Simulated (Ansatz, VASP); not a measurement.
# SiO2: VASP beside Ansatz, part 3 of 3

Wanted: the spread between two codes on one cell, functional and k mesh. The cell is taken from a series of runs on this material, whose earlier steps may have relaxed, scaled, displaced or heated it; both programs get it as it stands.

VASP 6.6.1 and Ansatz 0.2.0.

So far: Set-up; VASP: zone-centre phonons, LDA.

## 3. Ansatz: zone-centre phonons, LDA

Level of this step: Ansatz beside VASP: Kohn-Sham DFT, plane waves, LDA (Ansatz).

Ansatz runs on its PAW soft_1 files.

The same cell, functional (in two slightly different forms) and mesh now go to Ansatz, which takes its cutoff from its data sets.

Contents of input.yaml:

```yaml
crystal:
  lattice:
    - [4.2795601427, 0.0, 0.0]
    - [0.0, 4.2795601427, 0.0]
    - [0.0, 0.0, 2.6238062886]
  atoms:
    - { symbol: O, position: [0.6909546981, 0.6909546981, 0.0] }
    - { symbol: O, position: [0.1909546981, 0.8090453019, 0.5] }
    - { symbol: O, position: [0.3090453019, 0.3090453019, 0.0] }
    - { symbol: O, position: [0.8090453019, 0.1909546981, 0.5] }
    - { symbol: Si, position: [0.5, 0.5, 0.5] }
    - { symbol: Si, position: [0.0, 0.0, 0.0] }
kpoints:
  mp_grid: { grid: [8, 8, 8] }
hamiltonian:
  xc: lda
  pseudopotentials: { kind: paw, azcp: { folder: soft_1 }, xc_functional: pbe }
scf:
  occupations: { method: fixed }
output:
  eigenvalues: true
phonons:
  method: dfpt
  dielectric: true
  rigid_motions: translations
```

Command:

```sh
$ ansatz run input.yaml --threads 8 --pin off --max-ram 16384MiB --backend cpu --events-out ev --progress --plain --runs-dir out
```

Numbers of over 12 decimals in the logs are rounded to 6 here.

What it wrote:

```text
Engine: ansatz 0.2.0, aarch64-unknown-linux-gnu
Pseudopotentials: kind: paw
Pseudopotential: O, paw, valence charge 6, recommended cutoff 420 eV (normal), soft_1/O.paw.azcp
Pseudopotential: Si, paw, valence charge 4, recommended cutoff 420 eV (normal), soft_1/Si.paw.azcp
Functional definition: SPW92
  exchange = slater_x
  correlation = pw_c
Crystal: 6 atoms, lattice volume = 48.054 Å³
Basis set: ecut = 420 eV, 937 PW (Γ), exchange–correlation on 60×60×36 points (8 copies of the dense FFT grid, shifted against one another)
Bands: 22, of which v1, the nominal top of the filled ones, is band 16 counted from 1 (15 counted from 0)
Symmetry: 16 space group operations
k-points: 260 of 512 (irreducible under 1 space group operation, time reversal used)
Non-local potential: O, projectors of the file, l = 0: 2, l = 1: 2, l = 2: 1
Non-local potential: Si, projectors of the file, l = 0: 2, l = 1: 2, l = 2: 1
PAW form: soft (Blöchl's): semilocal exchange-correlation on the pseudo side does not see the compensation charge
PAW frozen core: O, regenerated for the run's functional, and the local potential with it (the file was generated under x = pbe(κ = 0.804, μ = 0.219515), c = pbe(β = 0.066725))
PAW frozen core: Si, regenerated for the run's functional, and the local potential with it (the file was generated under x = pbe(κ = 0.804, μ = 0.219515), c = pbe(β = 0.066725))
PAW one-centre angular grid: O, 110 points (default); XC on 64 Gauss nodes
PAW one-centre angular grid: Si, 110 points (default); XC on 64 Gauss nodes
Initial density: superposition of atomic densities (chi_scale 0.1, normalization cell, long waves kept (reshape's long-wave potential 0.00 eV rms))
Initial wavefunctions: pseudopotential atomic-orbital guess
Functional: x = slater, c = lda
SCF iter   1: F=—  HF=-3447.318455 eV  |F-HF|=—  |Δ(HF+E_count)|=         —  Δρ=1.33e-1  dr2=6.88e0  ethr=3.10e-3  ⟨swp⟩=4.2  Hψ=25785  notcnv=0  defer=1022
preconditioner: auto → none  [insulator: Δε(μ)=6.438 eV  Ē_g=19.101 eV  n_scr=10 (ndim 8)  ℏωp=30.3 eV  f_vac=0.000  ε∞_Penn≈3.5]
SCF iter   2: F=—  HF=-3445.511991 eV  |F-HF|=—  |Δ(HF+E_count)|=    1.81e0  Δρ=6.34e-2  dr2=7.48e-1  ethr=3.10e-3  ⟨swp⟩=3.0  Hψ=13618  notcnv=0  defer=953
SCF iter   3: F=—  HF=-3445.319119 eV  |F-HF|=—  |Δ(HF+E_count)|=   1.93e-1  Δρ=2.16e-2  dr2=8.22e-2  ethr=2.34e-3  ⟨swp⟩=2.3  Hψ=10196  notcnv=0  defer=1019
SCF iter   4: F=—  HF=-3445.320384 eV  |F-HF|=—  |Δ(HF+E_count)|=   1.27e-3  Δρ=1.84e-3  dr2=5.80e-4  ethr=2.57e-4  ⟨swp⟩=2.0  Hψ=6567  notcnv=0  defer=1032
SCF iter   5: F=—  HF=-3445.320585 eV  |F-HF|=—  |Δ(HF+E_count)|=   2.01e-4  Δρ=2.34e-4  dr2=9.73e-6  ethr=1.81e-6  ⟨swp⟩=2.0  Hψ=9003  notcnv=0  defer=1032
SCF iter   6: F=—  HF=-3445.320589 eV  |F-HF|=—  |Δ(HF+E_count)|=   4.21e-6  Δρ=5.15e-5  dr2=6.45e-7  ethr=3.04e-8  ⟨swp⟩=2.0  Hψ=9421  notcnv=0  defer=486
SCF iter   7: F=—  HF=-3445.320590 eV  |F-HF|=—  |Δ(HF+E_count)|=   7.51e-7  Δρ=1.04e-5  dr2=2.92e-8  ethr=2.02e-9  ⟨swp⟩=2.0  Hψ=8327  notcnv=0  defer=465
SCF iter   8: F=—  HF=-3445.320590 eV  |F-HF|=—  |Δ(HF+E_count)|=   7.92e-9  Δρ=1.60e-6  dr2=5.78e-10  ethr=9.13e-11  ⟨swp⟩=2.0  Hψ=8408  notcnv=0  defer=465
SCF iter   9: F=-3445.320590 eV  HF=-3445.320590 eV  |F-HF|=6.37e-12  |Δ(HF+E_count)|=  1.34e-10  Δρ=2.19e-7  dr2=8.97e-12  ethr=1.00e-12  ⟨swp⟩=13.4  Hψ=38998  notcnv=0
SCF 1 converged in 9 iterations: F = -3445.320590 eV  dr2 = 8.97e-12
  greatest PAW one-centre occupation: 0.853 electrons in one spin orbital (limit 2), on the O atom at site 3 (counted from 0), in its partial waves of l = 0
DFPT response loops at Γ: preconditioner auto → none (the input reference at scf.mixing.eps_inf says where Resta's filter doesn't serve); β = 0.50; Broyden in place of MSR1
── the response to a field inside a basis, on 8×8×8 k-points: an SCF that follows is theirs, and a resumed run solves both again ──
Bands: 17, of which v1, the nominal top of the filled ones, is band 16 counted from 1 (15 counted from 0)
k-points: 40 of 512
Initial density: handed on by an earlier stage of this run
Initial wavefunctions: pseudopotential atomic-orbital guess (no wavefunctions were taken with the density)
Eigensolver: Dense (40 Hₖ)
SCF iter   1: F=—  HF=-3445.321953 eV  |F-HF|=—  |Δ(HF+E_count)|=         —  Δρ=7.56e-4  dr2=4.29e-5  ethr=1.00e-1
preconditioner: auto → none  [insulator: Δε(μ)=5.745 eV  Ē_g=15.768 eV  n_scr=10 (ndim 8)  ℏωp=30.3 eV  f_vac=0.000  ε∞_Penn≈4.7]
SCF iter   2: F=—  HF=-3445.321940 eV  |F-HF|=—  |Δ(HF+E_count)|=   1.24e-5  Δρ=3.20e-4  dr2=1.04e-5  ethr=1.34e-7
SCF iter   3: F=—  HF=-3445.321939 eV  |F-HF|=—  |Δ(HF+E_count)|=   1.13e-6  Δρ=1.29e-4  dr2=2.56e-6  ethr=3.26e-8
SCF iter   4: F=-3445.321938 eV  HF=-3445.321938 eV  |F-HF|=8.19e-12  |Δ(HF+E_count)|=   8.23e-7  Δρ=9.45e-6  dr2=1.24e-8  ethr=7.99e-9
SCF 1 converged in 4 iterations: F = -3445.321938 eV  dr2 = 1.24e-8
DFPT response loops at Γ: mixed as the last ones told, above
SCF converged after 9 iterations
Free energy (F): -3445.320590 eV
Harris-Foulkes:  -3445.320590 eV  (|F-HF|=6.37e-12)
Internal energy: -3445.320590 eV  (E = F + TS)
E sigma→0 (E₀):  -3445.320590 eV
Fermi energy:    9.610742 eV
--- Per-component energies (eV) ---
  E_band       = 41.997060
  E_kinetic    = 779.885457
  E_local      = -1238.161319  (includes V_loc(G=0)·N_el)
  E_nonlocal   = 259.689478
  E_hartree    = 446.696919
  E_xc         = -398.998416
  E_vxc        = -465.825648  (∫ρ·V_xc dr)
  E_paw        = -1580.922582  (= ΣΔE_a)
  E_vpaw       = -186.988119  (= ΣTr[D̂ρ^β])
  E_aug_tail   = 0.003289  (compensation charges beyond the density's cutoff)
  E_ewald      = -1714.069764
  E_core_change = 0.556347  (= ΣΔE_core)
  E_smearing   = -0.000000  (= −TS)
  E_closure    = -0.000000  (closes the sum)
  Σ components = -3445.320590   (vs F -3445.320590, Δ=0.00e0)
--- Band table (eV; the first three rows and the last of 260) ---
  k-point 0: bands = [... 12 lower, 7.1813, 8.7478, 8.7478, 9.6107, 14.9471, 16.5478, 18.3312, 18.3312, ... 2 higher]
  k-point 1: bands = [... 12 lower, 6.4140, 8.6136, 8.6136, 9.4645, 15.6500, 17.6440, 19.1640, 19.1640, ... 2 higher]
  k-point 2: bands = [... 12 lower, 5.2312, 8.1722, 8.1722, 8.9670, 16.7339, 19.4222, 19.5954, 20.6874, ... 2 higher]
  k-point 259: bands = [... 12 lower, 7.7422, 7.7422, 8.1629, 8.1629, 16.4515, 16.4515, 19.8667, 19.8667, ... 2 higher]
--- Phonons (Γ-DFPT): 4 representative perturbations + reference, on 260 of 512 k-points (Σ response iterations 12) ---
  k mesh reduced under 1 symmetry operation, with k and −k counted as one. Each operation leaves every solved perturbation unchanged. A smaller set is not considered because the run solves the response to a homogeneous field
  ASR residual: 3.797e-5 → 0.000e0 eV/Å²; symmetrization residual: 1.354e-6 eV/Å²
  ASR residual per site (eV/Å²): 3.80e-5 3.80e-5 3.80e-5 3.80e-5 3.46e-5 3.46e-5
  Γ frequencies (cm⁻¹): 0.00 0.00 0.00 227.53 374.02 377.75 377.75 507.00 507.00 559.91 569.14 569.14 671.70 715.99 740.22 828.07 828.07 890.82
  ε∞ (high-frequency dielectric tensor):
        3.429602     0.000000     0.000000
        0.000000     3.429602     0.000000
        0.000000     0.000000     3.523516
  ε⁰ (static dielectric tensor: ions relaxed, cell fixed):
       15.419470     0.000000     0.000000
        0.000000    15.419470     0.000000
        0.000000     0.000000     8.508902
  ε⁰ − ε∞ (ionic part):
       11.989867     0.000000     0.000000
        0.000000    11.989867     0.000000
        0.000000     0.000000     4.985385
  softest optical mode at Γ: 227.53 cm⁻¹; the repairs (sum rule, projections) moved no ω² at Γ by more than (1.10 cm⁻¹)²
  Born effective charges Z* (e; rows j = field, columns β = displacement):
    site 0:
        -1.91755   -0.60616    0.00000
        -0.60616   -1.91755    0.00000
         0.00000    0.00000   -2.02654
    site 1:
        -1.91755    0.60616    0.00000
         0.60616   -1.91755    0.00000
         0.00000    0.00000   -2.02654
    site 2:
        -1.91755   -0.60616    0.00000
        -0.60616   -1.91755    0.00000
         0.00000    0.00000   -2.02654
    site 3:
        -1.91755    0.60616    0.00000
         0.60616   -1.91755    0.00000
         0.00000    0.00000   -2.02654
    site 4:
         3.83509   -0.43862    0.00000
        -0.43862    3.83509    0.00000
         0.00000    0.00000    4.05307
    site 5:
[...]
Z* charge neutrality: 3.627e-3 e pre-enforcement
  solved inside a basis spanned on kpoints, on 8×8×8 k-points, its susceptibility summed on 8×8×12: ε∞ is read to err by 8.5e-3, Z* by 1.6e-2 e (field_mesh: kpoints solves on kpoints); Z* is corrected for what the basis lacks
  optical modes at Γ without the LO–TO term, one row a degenerate level:
      ω (cm⁻¹)  modes    IR ((D/Å)²/amu)
[...]
optical modes at Γ + LO–TO along q̂ = [1.0000, 0.0000, 0.0000]:
      ω (cm⁻¹)  modes    IR ((D/Å)²/amu)
[...]
optical modes at Γ + LO–TO along q̂ = [0.0000, 1.0000, 0.0000]:
      ω (cm⁻¹)  modes    IR ((D/Å)²/amu)
[...]
optical modes at Γ + LO–TO along q̂ = [0.0000, 0.0000, 1.0000]:
      ω (cm⁻¹)  modes    IR ((D/Å)²/amu)
[...]
507.00      2             2.0820
        559.91      1             0.0000
        569.14      2             0.0000
        715.99      1             0.0000
        740.22      1             0.0000
        828.07      2            22.2211
        890.82      1             0.0000
       1043.81      1            50.6775
```

The column dr2 measures how far the density is from self-consistency, as an energy; F and HF (Harris–Foulkes) agree once it is small.

## 4. Differences

Known differences besides the potentials themselves: fixed occupations in Ansatz, narrow Gaussian smearing in VASP; VASP's response is taken on the typed mesh, Ansatz refines its own for the field response alone; the cutoff is 420 eV in Ansatz and 600 eV in VASP; VASP's log shows a relativistic correction to its local exchange, Ansatz's none; VASP's log repeats an internal error in its field response. Total energies have different zeros and are not compared.

Compared:

```csv
quantity,Ansatz,VASP,difference
ε∞ xx,3.43,3.41,+0.65 %
ε∞ yy,3.43,3.41,+0.65 %
ε∞ zz,3.52,3.50,+0.71 %
Born charge of O1 (mean of the diagonal) (e),-1.95,-1.94,-0.02
Born charge of Si5 (mean of the diagonal) (e),3.91,3.88,+0.03
optical mode 1 (cm⁻¹),227.5,228.0,-0.21 %
optical mode 2 (cm⁻¹),374.0,376.8,-0.75 %
optical mode 3 to 4 (cm⁻¹),377.8,384.4,-1.72 %
optical mode 5 to 6 (cm⁻¹),507.0,509.3,-0.45 %
optical mode 7 (cm⁻¹),559.9,563.7,-0.68 %
optical mode 8 to 9 (cm⁻¹),569.1,574.8,-0.99 %
optical mode 10 (cm⁻¹),671.7,679.4,-1.14 %
optical mode 11 (cm⁻¹),716.0,718.6,-0.37 %
optical mode 12 (cm⁻¹),740.2,748.0,-1.04 %
optical mode 13 to 14 (cm⁻¹),828.1,830.3,-0.27 %
optical mode 15 (cm⁻¹),890.8,894.2,-0.38 %
```

Modes are paired by rising frequency, not by their patterns, so a pair may set unlike modes beside each other; they are those without the splitting of longitudinal modes.

## 5. Outcome

```yaml
r_m_s_difference_of_the_optical_zone_centre_modes_each_program_s_sorted_by_frequency_zone_centre_phonons_lda: 4.7 cm⁻¹
difference_in_optical_mode_3_to_4_zone_centre_phonons_lda: -1.7 %
```

The r.m.s. difference of the optical zone-centre modes, each program's sorted by frequency is 4.7 cm⁻¹ (zone-centre phonons, LDA). Among the rows given in per cent, the largest difference of the zone-centre phonons, LDA pair is in optical mode 3 to 4, -1.7 %. How closely two codes agree says nothing of how well the functional describes the real material.

[Lines on the potential files, build, host, timing and source positions are cut from VASP's logs without a mark.]

[Logs are printed without paths, hosts, clocks, repeated set-up lines and the standing remarks that a program may print on its own settings, such as how far it seeks lower states.]

[Hosts, paths, dates, database ids (printed as entryN), source tags and the programs' standing remarks are cut or masked in the printed files.]
